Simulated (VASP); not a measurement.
Calculation: PBE GGA, VASP's PBE PAW potentials (set 64) (plane waves; VASP).

VASP ran on this input.

KPOINTS:
```
Automatic mesh
0
Gamma
16 16 9
0 0 0
```

POSCAR:
```
Be
1.0
  1.1687560000  -1.9896340000   0.0000000000
  1.1687560000   1.9896340000   0.0000000000
  0.0000000000   0.0000000000   3.5425540000
Be
2
Cartesian
  1.1687560000   0.6632126598   0.8856385000
  1.1951652106  -0.6632126598   2.6569155000
```

**INCAR**
```
ALGO = Normal
AMIX = 0.1
BMIX = 1.0
EDIFF = 1E-6
ENCUT = 400
GGA = PE
IMIX = 4
ISIF = 2
ISMEAR = 1
LASPH = .TRUE.
LCHARG = .FALSE.
LREAL = .FALSE.
LWAVE = .FALSE.
NELM = 100
PREC = Accurate
SIGMA = 0.1
SYSTEM = Be
```

POTCAR, in this order: Be (PBE.64 set). Program: vasp_std.

The run wrote:

OSZICAR:
```
       N       E                     dE             d eps       ncg     rms          rms(c)
DAV:   1    -0.378871496199E+01   -0.37887E+01   -0.15281E+03  7920   0.441E+02
DAV:   2    -0.755371536372E+01   -0.37650E+01   -0.36533E+01 12126   0.517E+01
DAV:   3    -0.757654246450E+01   -0.22827E-01   -0.22820E-01  9768   0.382E+00
DAV:   4    -0.757656481695E+01   -0.22352E-04   -0.22352E-04 11616   0.114E-01
DAV:   5    -0.757656485050E+01   -0.33551E-07   -0.32815E-07  9768   0.178E-03    0.119E+00
DAV:   6    -0.756284199825E+01    0.13723E-01   -0.43984E-04  9402   0.288E-01    0.107E+00
DAV:   7    -0.751721717786E+01    0.45625E-01   -0.17324E-02  8712   0.177E+00    0.882E-02
DAV:   8    -0.751718519767E+01    0.31980E-04   -0.28056E-05 11796   0.522E-02    0.575E-02
DAV:   9    -0.751716000863E+01    0.25189E-04   -0.12603E-05  8754   0.227E-02    0.283E-03
DAV:  10    -0.751716031510E+01   -0.30647E-06   -0.15369E-07  6396   0.360E-03
   1 F= -.75171603E+01 E0= -.75171428E+01  d E =-.524250E-04
```

File OUTCAR:
```
------------------------ aborting loop because EDIFF is reached ----------------------------------------
  FORCE on cell =-STRESS in cart. coord.  units (eV):
  Direction    XX          YY          ZZ          XY          YZ          ZX
  --------------------------------------------------------------------------------------
  Total       -0.9870320     -0.4565812      0.1549463     -0.0428154      0.0000000      0.0000000
  in kB      -95.9838774    -44.4002150     15.0677451     -4.1635847      0.0000000      0.0000000
  external PRESSURE =     -41.7721158 kB  Pullay stress =       0.0000000 kB
  volume of cell :       16.48
      direct lattice vectors                 reciprocal lattice vectors
     1.168756000 -1.989634000  0.000000000     0.427805290 -0.251302501  0.000000000
     1.168756000  1.989634000  0.000000000     0.427805290  0.251302501  0.000000000
     0.000000000  0.000000000  3.542554000     0.000000000  0.000000000  0.282282218
 POSITION                                       TOTAL-FORCE (eV/Angst)
 -----------------------------------------------------------------------------------
      1.16876      0.66321      0.88564         0.094948      0.033568      0.000000
      1.19517     -0.66321      2.65692        -0.094948     -0.033568     -0.000000
 -----------------------------------------------------------------------------------
    total drift:                                0.000000     -0.000000     -0.000000
  FREE ENERGIE OF THE ION-ELECTRON SYSTEM (eV)
  ---------------------------------------------------
  free  energy   TOTEN  =        -7.5171603151 eV

  energy  without entropy=       -7.5171078901  energy(sigma->0) =       -7.51714284
```
(Selected blocks of OUTCAR.)

The compound is Be in the hcp structure. The cell was not relaxed at this level, atoms are displaced from their ideal sites. The run is one of a series of settings (AMIX = 0.1, BMIX = 1.0, IMIX = 4 against the base run), some of them coarse on purpose.
